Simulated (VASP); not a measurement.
Runs of VASP 6.6.1 on COH4. The cell holds a molecule in a box, 6 atoms: a = 12.621 Å, b = 13.121 Å, c = 13.621 Å, α = 90.00°, β = 90.00°, γ = 90.00°. 

```csv
task,level,cell,atoms held fixed (from 0),gap on the mesh (eV),largest force (eV/Å)
single point,RPBE+D3(BJ),as given,-,5.46,0.22
single point,RPBE,as given,-,5.46,0.26
single point,r2SCAN+rVV10,as given,-,(b),(a)
single point,PBE,as given,-,5.56,0.03
relaxation of the atoms,PBE+D3(BJ),atoms relaxed,[0],5.56,-
```

Alike in all rows: potentials or basis VASP PAW PBE potentials, release 64 (C, O, H); no spin polarisation; k mesh 1 × 1 × 1; cutoff (eV) 400; smearing gaussian 0.01 eV.

Problem. Fill in the values left out.

Solution. (a) 0.40; (b) 6.41.

Caveats: the PAW data sets were made with another functional, which shifts forces and pressure a little (some runs).

